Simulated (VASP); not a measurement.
Calculation: LDA (Ceperley-Alder, Perdew-Zunger), VASP's LDA PAW potentials (set 64) (plane waves; VASP).

A VASP calculation is set up with these files.

### KPOINTS
```
Automatic mesh
0
Gamma
8 8 8
0 0 0
```

POSCAR:
```
HgTe
1
    0.0000000000     3.3347290000     3.3347290000
    3.3347290000     0.0000000000     3.3347290000
    3.3347290000     3.3347290000     0.0000000000
Hg Te
1 1
Direct
  0.0000000000   0.0000000000   0.0000000000
  0.2500000000   0.2500000000   0.2500000000
```

INCAR:
```
! general
SYSTEM =HgTe
PREC   =Accurate
ENCUT  =210
LREAL  =.FALSE.
LASPH  =.TRUE.

! electronic loop
EDIFF  =1E-04
NELM   =100
ALGO   =Normal   ! blocked Davidson
LMAXMIX=6   ! l cut-off of mixed one-centre charges

! smearing
ISMEAR =0
SIGMA  =0.2   ! width (eV)

! ions
ISIF   =2   ! forces and stress, cell fixed

! output
LWAVE  =.FALSE.
LCHARG =.FALSE.
```

POTCAR, in this order: Hg Te (LDA.64 set). Program: vasp_std.

Output of the run:

### OSZICAR
```
       N       E                     dE             d eps       ncg     rms          rms(c)
DAV:   1     0.530375273914E+02    0.53038E+02   -0.49876E+03   786   0.561E+02
DAV:   2    -0.336158856455E+01   -0.56399E+02   -0.54443E+02   909   0.165E+02
DAV:   3    -0.512142645337E+01   -0.17598E+01   -0.17568E+01   839   0.296E+01
DAV:   4    -0.513944359842E+01   -0.18017E-01   -0.18016E-01  1013   0.276E+00
DAV:   5    -0.513967738104E+01   -0.23378E-03   -0.23378E-03   829   0.217E-01    0.596E+00
DAV:   6    -0.492161178306E+01    0.21807E+00   -0.55194E-01   839   0.957E+00    0.457E+00
DAV:   7    -0.491219706442E+01    0.94147E-02   -0.86041E-02   819   0.215E+00    0.174E+00
DAV:   8    -0.490973380283E+01    0.24633E-02   -0.62393E-03   784   0.867E-01    0.580E-01
DAV:   9    -0.490931182689E+01    0.42198E-03   -0.70638E-04   879   0.252E-01    0.765E-02
DAV:  10    -0.490931191573E+01   -0.88841E-07   -0.33135E-05   397   0.694E-02
   1 F= -.49093119E+01 E0= -.49087176E+01  d E =-.118869E-02
```

**OUTCAR**
```
------------------------ aborting loop because EDIFF is reached ----------------------------------------
  FORCE on cell =-STRESS in cart. coord.  units (eV):
  Direction    XX          YY          ZZ          XY          YZ          ZX
  --------------------------------------------------------------------------------------
  Total       -3.6729995     -3.6729995     -3.6729995      0.0000000      0.0000000      0.0000000
  in kB      -79.3450468    -79.3450468    -79.3450468      0.0000000      0.0000000      0.0000000
  external PRESSURE =     -79.3450468 kB  Pullay stress =       0.0000000 kB
  volume of cell :       74.17
      direct lattice vectors                 reciprocal lattice vectors
     0.000000000  3.334729000  3.334729000    -0.149937221  0.149937221  0.149937221
     3.334729000  0.000000000  3.334729000     0.149937221 -0.149937221  0.149937221
     3.334729000  3.334729000  0.000000000     0.149937221  0.149937221 -0.149937221
 POSITION                                       TOTAL-FORCE (eV/Angst)
 -----------------------------------------------------------------------------------
      0.00000      0.00000      0.00000         0.000000      0.000000      0.000000
      1.66736      1.66736      1.66736        -0.000000     -0.000000     -0.000000
 -----------------------------------------------------------------------------------
    total drift:                               -0.000000     -0.000000     -0.000001
  FREE ENERGIE OF THE ION-ELECTRON SYSTEM (eV)
  ---------------------------------------------------
  free  energy   TOTEN  =        -4.9093119157 eV

  energy  without entropy=       -4.9081232281  energy(sigma->0) =       -4.90871757
```
(Selected blocks of OUTCAR.)

At this cut-off the stress carries a Pulay error, which pulls relaxed volumes low.

The structure comes from a computed database's HgTe entry; how it stands against other phases isn't given here. The cell was not relaxed at this level. The run is one of a series of settings (EDIFF = 1E-04, ENCUT = 210, SIGMA = 0.2, KPOINTS 8×8×8 Γ-centred mesh against the base run), some of them coarse on purpose.
